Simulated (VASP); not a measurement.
Consider the following.

```
Hf4CN3
1.0
   -0.00025     4.52035     4.52043
    4.52035    -0.00025     4.52043
    2.26005     2.26005     0.00000
Hf N C
4 3 1
Direct
  0.99789   0.99789   0.00422
  0.99720   0.50280   0.00000
  0.50280   0.99720   0.00000
  0.50211   0.50211   0.99578
  0.25000   0.25000   0.50000
  0.25000   0.75000   0.50000
  0.75000   0.25000   0.50000
  0.75000   0.75000   0.50000
```

All values below come from PBEsol GGA, VASP's PBE PAW potentials (set 64) (plane waves; VASP 6.6.1). Run with 520 eV cut-off, Gaussian smearing of 0.050 eV, potentials Hf_pv N C.

Unless said otherwise, spin-orbit coupling is left out, though it shifts the bands of the heavy elements here.

**Question.** Estimate the band gap (along the path) with the smallest direct gap where there is one.

**Answer.** 
- band gap (along the path): none (metal, semimetal or under 0.01 eV)

The structure was generated: Hf4CN3 was put into an ordered model structure (Cmmm), which need not be its known phase. It was relaxed first. The electron count is odd and the run is not spin-polarised, which forces a metal.
